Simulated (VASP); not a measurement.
Consider the following.

```
CELL_PARAMETERS angstrom
      0.00000     3.04150     3.04150
      3.04150     0.00000     3.04150
      3.04150     3.04150     0.00000
ATOMIC_POSITIONS crystal
  Ba 0.00000 0.00000 0.00000
  F  0.25000 0.25000 0.25000
  F  0.75000 0.75000 0.75000
```

The numbers are results of SCAN meta-GGA, VASP's PBE PAW potentials (set 64) (plane waves; VASP 6.6.1), not measurements. Run with 520 eV cut-off, 6×6×6 Γ-centred mesh, Gaussian smearing of 0.050 eV, potentials Ba_sv F.

Problem. Give the stress tensor in GPa (positive for a compressed cell).

Solution. 
```
4.46  0.00  0.00
0.00  4.46  0.00
0.00  0.00  4.46
```
The pressure is its mean diagonal, 4.46 GPa.

The compound is BaF2 in the fluorite structure. This cell is one point of a volume scan, at 0.94 of the reference volume.
